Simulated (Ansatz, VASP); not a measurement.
## Ta3AsAu2O13: VASP beside Ansatz

INCAR

```
SYSTEM = Ta3AsAu2O13
ALGO = Normal
EDIFF = 1E-6
ENCUT = 520
GGA = PE
ISIF = 2
ISMEAR = -1
LASPH = .True.
LCHARG = .False.
LREAL = Auto
LWAVE = .False.
NBANDS = 84
NELM = 100
PREC = Accurate
SIGMA = 0.05
```

The input KPOINTS:

```
k-points
0
Gamma
  6 6 3
  0 0 0
```

POSCAR

```
Ta3AsAu2O13
1.0
    5.4520400000      0.0000000000      0.0000000000
   -2.7260200000      4.7216100000      0.0000000000
    0.0000000000      0.0000000000      9.5790200000
Ta As Au O
3 1 2 13
Direct
    0.0000000000      0.0000000000      0.1940800000
    0.0000000000      0.0000000000      0.8059200000
    0.6666700000      0.3333300000      0.0000000000
    0.0000000000      0.0000000000      0.5000000000
    0.3333300000      0.6666700000      0.2742800000
    0.3333300000      0.6666700000      0.7257200000
    0.0000000000      0.0000000000      0.0000000000
    0.2394700000      0.9712900000      0.3640200000
    0.0287100000      0.2681800000      0.3640200000
    0.7318200000      0.7605300000      0.3640200000
    0.2394700000      0.9712900000      0.6359800000
    0.0287100000      0.2681800000      0.6359800000
    0.7318200000      0.7605300000      0.6359800000
    0.3845200000      0.3342500000      0.8584400000
    0.6657500000      0.0502600000      0.8584400000
    0.9497400000      0.6154800000      0.8584400000
    0.3845200000      0.3342500000      0.1415600000
    0.6657500000      0.0502600000      0.1415600000
    0.9497400000      0.6154800000      0.1415600000
```

The input input.yaml:

```yaml
crystal:
  lattice:
    - [5.45204, 0.0, 0.0]
    - [-2.72602, 4.72161, 0.0]
    - [0.0, 0.0, 9.57902]
  atoms:
    - { symbol: Ta, position: [0.0, 0.0, 0.19408] }
    - { symbol: Ta, position: [0.0, 0.0, 0.80592] }
    - { symbol: Ta, position: [0.66667, 0.33333, 0.0] }
    - { symbol: As, position: [0.0, 0.0, 0.5] }
    - { symbol: Au, position: [0.33333, 0.66667, 0.27428] }
    - { symbol: Au, position: [0.33333, 0.66667, 0.72572] }
    - { symbol: O, position: [0.0, 0.0, 0.0] }
    - { symbol: O, position: [0.23947, 0.97129, 0.36402] }
    - { symbol: O, position: [0.02871, 0.26818, 0.36402] }
    - { symbol: O, position: [0.73182, 0.76053, 0.36402] }
    - { symbol: O, position: [0.23947, 0.97129, 0.63598] }
    - { symbol: O, position: [0.02871, 0.26818, 0.63598] }
    - { symbol: O, position: [0.73182, 0.76053, 0.63598] }
    - { symbol: O, position: [0.38452, 0.33425, 0.85844] }
    - { symbol: O, position: [0.66575, 0.05026, 0.85844] }
    - { symbol: O, position: [0.94974, 0.61548, 0.85844] }
    - { symbol: O, position: [0.38452, 0.33425, 0.14156] }
    - { symbol: O, position: [0.66575, 0.05026, 0.14156] }
    - { symbol: O, position: [0.94974, 0.61548, 0.14156] }
hamiltonian:
  xc: pbe
  pseudopotentials: { kind: nc, accuracy: standard }
kpoints:
  mp_grid: { grid: [6, 6, 3] }
scf:
  occupations: { method: fermi_dirac, width: 0.05 }
output:
  forces: true
  stress: true
  eigenvalues: true
```

The cell was built by a generator and needn't be a form met in nature.

Alike in both runs: task single point; functional PBE; k mesh 6 × 6 × 3; occupations fermi-dirac, width 0.05 eV; no spin polarisation.

|  | VASP | Ansatz |
| --- | --- | --- |
| version | VASP 6.6.1 | Ansatz 0.2.0 |
| potentials or method | VASP PAW PBE potentials, release 64 (Ta_pv, As, Au, O) | PseudoDojo standard (PBE files) |
| plane-wave cutoff (eV) | 520 | 1143 |
| valence electrons in the cell | 138 | 170 |

|  | VASP | Ansatz | Ansatz less VASP |
| --- | --- | --- | --- |
| gap on the k mesh at the Fermi level (eV) | none | none | - |
| pressure (GPa) | 0.4 | -0.8 | -1.25 |
| largest component of the traceless stress (GPa) | 0.36 | 0.13 | -0.230 |
| rms of the force components (eV/Å) | 0.098 | 0.072 | -0.0261 |

Atom by atom the forces differ by 0.054 eV/Å (rms over components). A gap of «none» marks a metal or a gap that the smearing closes. The two sets of potentials don't hold the same shells in valence.

Spin-orbit coupling is left out, which matters for the levels of Au, Ta.
